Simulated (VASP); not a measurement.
**V in VASP: the effect of functional**

The system is V, a slab with vacuum.

```xyz
8
Lattice="3.0260 0.0000 0.0000 0.0000 3.0260 0.0000 0.0000 0.0000 25.5910" Properties=species:S:1:pos:R:3 pbc="T T T"
V     1.5130    1.5130    7.5000
V     0.0000    0.0000    9.0130
V     1.5130    1.5130   10.5260
V     0.0000    0.0000   12.0390
V     1.5130    1.5130   13.5520
V     0.0000    0.0000   15.0650
V     1.5130    1.5130   16.5780
V     0.0000    0.0000   18.0910
```

Alike in all runs:

| Quantity | Value |
| --- | --- |
| Program | VASP 6.6.1 |
| Task | work function |
| Cutoff | 520 eV |
| k mesh | 7 × 7 × 1 |
| Occupations | fermi-dirac, width 0.05 eV |
| Spin | collinear spin, ferromagnetic start |
| Starting moments | [2.0, 2.0, 2.0, 2.0, 2.0, 2.0, 2.0, 2.0] μB |

```tsv
functional	potentials or basis	moment (μB)	largest force (eV/Å)	work function (eV)
LDA	VASP PAW LDA potentials, release 64 (V_sv)	0.00	1.88	4.11
PBEsol	VASP PAW PBE potentials, release 64 (V_sv)	0.06	1.59	3.94
RPBE	VASP PAW PBE potentials, release 64 (V_sv)	0.64	0.88	3.54
revPBE	VASP PAW PBE potentials, release 64 (V_sv)	?	?	?
```

Problem. What does the run with functional revPBE give?

Solution. Moment 0.61 μB; largest force 0.96 eV/Å; work function 3.57 eV.

Caveats: the PAW data sets were made with another functional, which shifts forces and pressure a little (some runs).

Runs at the PBE level aren't shown here.
